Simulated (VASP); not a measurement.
Calculation: r2SCAN meta-GGA, VASP's PBE PAW potentials (set 64) (plane waves; VASP 6.6.1).

A VASP calculation is set up with these files.

File POSCAR:
```
MgS
1
    0.0000000000     2.5695318916     2.5695318916
    2.5695318916     0.0000000000     2.5695318916
    2.5695318916     2.5695318916     0.0000000000
Mg S
1 1
Direct
  1.0000000000   0.0000000000   0.0000000000
  0.5000000000   0.5000000000   0.5000000000
```

### KPOINTS
```
Automatic mesh
0
Gamma
9 9 9
0 0 0
```

**INCAR**
```
! general
SYSTEM  = MgS
PREC    = Accurate
ENCUT   = 520   ! plane-wave cut-off (eV)
LREAL   = .FALSE.   ! projection in real space or not
LASPH   = .TRUE.   ! aspherical one-centre terms

! electronic loop
EDIFF   = 1E-7   ! SCF stop (eV)
NELM    = 100   ! most electronic steps
ALGO    = Normal
LMIXTAU = .TRUE.

! smearing
ISMEAR  = 0
SIGMA   = 0.05   ! width (eV)

! functional
METAGGA = R2SCAN

! ions
ISIF    = 2   ! forces and stress, cell fixed

! output
LWAVE   = .FALSE.
LCHARG  = .FALSE.
```

POTCAR, in this order: Mg S (PBE.64 set). Program: vasp_std.

Question: Estimate the energy per atom (σ→0), pressure.

Answer: 
* **energy per atom (σ→0)**: -7751 meV/atom
* **pressure**: 2.68 GPa

OSZICAR:
```
...
DAV:  12    -0.154661125905E+02    0.32182E-01   -0.92292E-03   608   0.983E-01    0.459E-02
DAV:  13    -0.155017809496E+02   -0.35668E-01   -0.20093E-02   584   0.150E+00    0.566E-02
DAV:  14    -0.155017936361E+02   -0.12687E-04   -0.99995E-05   808   0.111E-01    0.571E-02
DAV:  15    -0.155017858284E+02    0.78077E-05   -0.31267E-06   672   0.222E-02    0.573E-02
DAV:  16    -0.155017682785E+02    0.17550E-04   -0.31601E-05   560   0.838E-02    0.384E-02
DAV:  17    -0.155017992518E+02   -0.30973E-04   -0.10572E-05   560   0.429E-02    0.248E-02
DAV:  18    -0.155017991984E+02    0.53453E-07   -0.40793E-07   672   0.828E-03
   1 F= -.15501799E+02 E0= -.15501799E+02  d E =-.156847E-13
```

The compound is MgS in the rock salt structure. This cell is one point of a volume scan, at 0.97 of the reference volume.
